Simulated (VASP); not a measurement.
Calculation: PBEsol GGA, VASP's PBE PAW potentials (set 64) (plane waves; VASP 6.6.1).

VASP ran on this input.

POSCAR:
```
Pt3Ti
1
    3.8188503776     0.0000000000     0.0000000000
    0.0000000000     3.8188503776     0.0000000000
    0.0000000000     0.0000000000     3.8188503776
Ti Pt
1 3
Direct
  0.0000000000   0.0000000000   0.0000000000
  0.0000000000   0.5000000000   0.5000000000
  0.5000000000   0.0000000000   0.5000000000
  0.5000000000   0.5000000000   0.0000000000
```

File KPOINTS:
```
Automatic mesh
0
Gamma
8 8 8
0 0 0
```

**INCAR**
```
# general
SYSTEM  = Pt3Ti
PREC    = Accurate
ENCUT   = 520
LREAL   = F
LASPH   = T

# electronic loop
EDIFF   = 1E-7
NELM    = 100
ALGO    = Normal
LMAXMIX = 6

# smearing
ISMEAR  = 1
SIGMA   = 0.1

# functional
GGA     = PS

# ions
ISIF    = 2   # forces and stress, cell fixed

# output
LWAVE   = F
LCHARG  = F
```

POTCAR, in this order: Ti_sv Pt (PBE.64 set). Program: vasp_std.

Unless said otherwise, spin-orbit coupling is left out, though it shifts the bands of the heavy elements here.

Problem. Predict the energy per atom (σ→0), pressure, band gap (on the k-mesh).

Solution. 
```json
{
  "energy per atom (σ→0)": "-8.138 eV/atom",
  "band gap (on the k-mesh)": "none (metal, semimetal or under 0.01 eV)",
  "pressure": "191.5 kbar"
}
```

OSZICAR:
```
...
DAV:  11    -0.325560116618E+02   -0.29915E-02   -0.12068E-02  2394   0.906E-01    0.541E-01
DAV:  12    -0.325534317670E+02    0.25799E-02   -0.13973E-02  2383   0.753E-01    0.535E-02
DAV:  13    -0.325534416865E+02   -0.99195E-05   -0.26305E-04  1968   0.126E-01    0.454E-02
DAV:  14    -0.325534210103E+02    0.20676E-04   -0.21026E-04  2487   0.996E-02    0.146E-02
DAV:  15    -0.325534217475E+02   -0.73722E-06   -0.33087E-06  1982   0.159E-02    0.136E-02
DAV:  16    -0.325534199996E+02    0.17479E-05   -0.81185E-06  2452   0.192E-02    0.238E-03
DAV:  17    -0.325534200020E+02   -0.23829E-08   -0.63302E-07  2325   0.502E-03
   1 F= -.32553420E+02 E0= -.32553895E+02  d E =0.142531E-02
```

The compound is Pt3Ti in the L1_2 structure. This cell is one point of a volume scan, at 0.94 of the reference volume.
